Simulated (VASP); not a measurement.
```
Si
1.0
    0.00000     2.71550     2.71550
    2.71550     0.00000     2.71550
    2.71550     2.71550     0.00000
Si
2
Direct
  0.00000   0.00000   0.00000
  0.25000   0.25000   0.25000
```

All values below come from rev-vdW-DF2, VASP's PBE PAW potentials (set 64) (plane waves; VASP). Settings: 520 eV cut-off, 8×8×8 Γ-centred mesh, Gaussian smearing of 0.050 eV, potentials Si.

**Question.** The ions, cell shape and volume are relaxed. Predict the relaxed structure.

**Answer.** 
```
Si
1.0
    0.00000     2.72779     2.72779
    2.72779     0.00000     2.72779
    2.72779     2.72779     0.00000
Si
2
Direct
  0.00000   0.00000   0.00000
  0.25000   0.25000   0.25000
```
Space group Fd-3m (227), at a tolerance of 0.03 Å.

**Question.** How do energy and volume change from the first to the last step?

**Answer.** The energy (σ→0) changes by -1.1 meV/atom and the volume by +1.4 %, in 3 ionic steps.

The compound is Si in the diamond structure. This run relaxes it. Symmetry was kept, so distortions that lower it aren't found.
